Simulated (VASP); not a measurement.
Output of a VASP run:

### OSZICAR
```
       N       E                     dE             d eps       ncg     rms          rms(c)
DAV:   1     0.134208039730E+03    0.13421E+03   -0.11137E+04  1208   0.147E+03
DAV:   2    -0.406183220858E+02   -0.17483E+03   -0.17219E+03  1336   0.349E+02
DAV:   3    -0.579419336575E+02   -0.17324E+02   -0.17130E+02  1533   0.112E+02
DAV:   4    -0.584157770322E+02   -0.47384E+00   -0.47332E+00  1451   0.199E+01
DAV:   5    -0.584282150801E+02   -0.12438E-01   -0.12437E-01  1789   0.311E+00    0.577E+00
DAV:   6    -0.558441384498E+02    0.25841E+01   -0.16767E+00  1482   0.207E+01    0.392E+00
DAV:   7    -0.530734571688E+02    0.27707E+01   -0.85851E-01  1329   0.617E+00    0.132E+00
DAV:   8    -0.538953241299E+02   -0.82187E+00   -0.65328E-01  1235   0.628E+00    0.651E-01
DAV:   9    -0.539023051172E+02   -0.69810E-02   -0.15785E-01  1217   0.304E+00    0.380E-01
DAV:  10    -0.539393666485E+02   -0.37062E-01   -0.19108E-02  1314   0.117E+00    0.259E-01
DAV:  11    -0.539701115867E+02   -0.30745E-01   -0.48447E-02  1223   0.186E+00    0.123E-01
DAV:  12    -0.539707797597E+02   -0.66817E-03   -0.47621E-03  1279   0.546E-01    0.116E-01
DAV:  13    -0.539717835389E+02   -0.10038E-02   -0.41331E-04  1487   0.208E-01    0.794E-02
DAV:  14    -0.539732150089E+02   -0.14315E-02   -0.19735E-03  1204   0.422E-01    0.227E-02
DAV:  15    -0.539734591475E+02   -0.24414E-03   -0.29483E-04  1265   0.158E-01    0.245E-02
DAV:  16    -0.539734037623E+02    0.55385E-04   -0.89655E-05  1337   0.840E-02    0.232E-02
DAV:  17    -0.539734419793E+02   -0.38217E-04   -0.12957E-05  1285   0.331E-02    0.110E-02
DAV:  18    -0.539734513733E+02   -0.93940E-05   -0.35589E-05  1297   0.590E-02    0.862E-03
DAV:  19    -0.539734608846E+02   -0.95113E-05   -0.47268E-06  1215   0.239E-02    0.790E-03
DAV:  20    -0.539734607143E+02    0.17023E-06   -0.39021E-06  1223   0.182E-02    0.101E-03
DAV:  21    -0.539734607462E+02   -0.31843E-07   -0.29726E-07  1381   0.353E-03
   1 F= -.53973461E+02 E0= -.53973461E+02  d E =0.000000E+00
       N       E                     dE             ncg
       N       E                     dE             ncg
```

File OUTCAR:
```
------------------------ aborting loop because EDIFF is reached ----------------------------------------
  FORCE on cell =-STRESS in cart. coord.  units (eV):
  Direction    XX          YY          ZZ          XY          YZ          ZX
  --------------------------------------------------------------------------------------
  Total       -0.0847070     -0.0847070     -0.0167580     -0.0000000      0.0000000      0.0000000
  in kB       -1.7066244     -1.7066246     -0.3376289     -0.0000000      0.0000000      0.0000000
  external PRESSURE =      -1.2502927 kB  Pullay stress =       0.0000000 kB
  volume of cell :       79.52
      direct lattice vectors                 reciprocal lattice vectors
     3.833659294  0.000000000  0.000000000     0.260847384  0.150600299  0.000000000
    -1.916829647  3.320046528  0.000000000     0.000000000  0.301200598  0.000000000
     0.000000000  0.000000000  6.247903039     0.000000000  0.000000000  0.160053700
 POSITION                                       TOTAL-FORCE (eV/Angst)
 -----------------------------------------------------------------------------------
      0.00000      0.00000      0.00000         0.000000      0.000000      0.000000
     -0.00000      2.21337      1.57524        -0.000000      0.000000      0.015825
      1.91683      1.10668      4.67266        -0.000000     -0.000000     -0.015825
 -----------------------------------------------------------------------------------
    total drift:                                0.000000      0.000000      0.000000
  FREE ENERGIE OF THE ION-ELECTRON SYSTEM (eV)
  ---------------------------------------------------
  free  energy   TOTEN  =       -53.9734607462 eV

  energy  without entropy=      -53.9734607462  energy(sigma->0) =      -53.97346075

 total charge

# of ion       s       p       d       tot
------------------------------------------
    1        1.019   1.045  10.103  12.167
    2        1.480   2.351   0.027   3.859
    3        1.480   2.351   0.027   3.859
--------------------------------------------------
tot          3.979   5.748  10.158  19.885
```
(Selected blocks of OUTCAR.)

### POSCAR
```
SnSe2
1
    3.8336592945     0.0000000000     0.0000000000
   -1.9168296472     3.3200465279     0.0000000000
    0.0000000000     0.0000000000     6.2479030391
Sn Se
1 2
Direct
  0.0000000000   0.0000000000   0.0000000000
  0.3333330000   0.6666670000   0.2521233024
  0.6666670000   0.3333330000   0.7478766976
```

Problem. Write an INCAR and KPOINTS that could have produced this output.

Solution. Several could match; the one computed here: the input of the run itself, r2SCAN+rVV10, plane waves, VASP's PBE PAW potentials (set 64).

**KPOINTS_OPT**
```
k-points along high-symmetry lines
6
Line-mode
Reciprocal
  0.000000   0.000000   0.000000 ! GAMMA
  0.500000   0.000000   0.000000 ! M

  0.500000   0.000000   0.000000 ! M
  0.333333   0.333333   0.000000 ! K

  0.333333   0.333333   0.000000 ! K
  0.000000   0.000000   0.000000 ! GAMMA

  0.000000   0.000000   0.000000 ! GAMMA
  0.000000   0.000000   0.500000 ! A

  0.000000   0.000000   0.500000 ! A
  0.500000   0.000000   0.500000 ! L

  0.500000   0.000000   0.500000 ! L
  0.333333   0.333333   0.500000 ! H

  0.333333   0.333333   0.500000 ! H
  0.000000   0.000000   0.500000 ! A

  0.500000   0.000000   0.500000 ! L
  0.500000   0.000000   0.000000 ! M

  0.333333   0.333333   0.500000 ! H
  0.333333   0.333333   0.000000 ! K
```

KPOINTS:
```
Automatic mesh
0
Gamma
8 8 4
0 0 0
```

INCAR:
```
# general
SYSTEM   = SnSe2
PREC     = Accurate
ENCUT    = 400
LREAL    = .False.
LASPH    = .True.

# electronic loop
EDIFF    = 1E-7
NELM     = 100
ALGO     = Normal
LMAXMIX  = 4
LMIXTAU  = .True.

# smearing
ISMEAR   = -5

# functional
METAGGA  = R2SCAN
LUSE_VDW = .True.
BPARAM   = 11.95
CPARAM   = 0.0093

# ions
ISIF     = 2

# output
LWAVE    = .False.
LCHARG   = .False.
LORBIT   = 11
NEDOS    = 601

# other
LEFG     = .True.
```

POTCAR, in this order: Sn_d Se (PBE.64 set). Program: vasp_std.

The structure comes from a measured SnSe2 entry (P-3m1) of the Crystallography Open Database, whose conditions weren't checked. It was relaxed first.
